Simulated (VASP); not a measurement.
Given:

```xyz
2
Lattice="0.0000 2.8305 2.8305 2.8305 0.0000 2.8305 2.8305 2.8305 0.0000" Properties=species:S:1:pos:R:3 pbc="T T T"
Ag     0.0000     0.0000     0.0000
Cl     2.8305     2.8305     2.8305
```

Method: PBE GGA, VASP's PBE PAW potentials (set 64) (plane waves; VASP 6.6.1). Settings: 400 eV cut-off, 6×6×6 Γ-centred mesh, Gaussian smearing of 0.050 eV, potentials Ag Cl.

### Question
Predict the energy per atom (σ→0), pressure, band gap (on the k-mesh) with the smallest direct gap where there is one.

### Answer

| Quantity | Value |
|---|---|
| band gap (on the k-mesh) | 0.93 eV |
| smallest direct gap (on the k-mesh) | 3.00 eV |
| energy per atom (σ→0) | -2.698 eV/atom |
| pressure | -1.31 GPa |

Only differences to runs with the same potentials and settings are physical.

The compound is AgCl in the rock salt structure. The cell was not relaxed at this level.
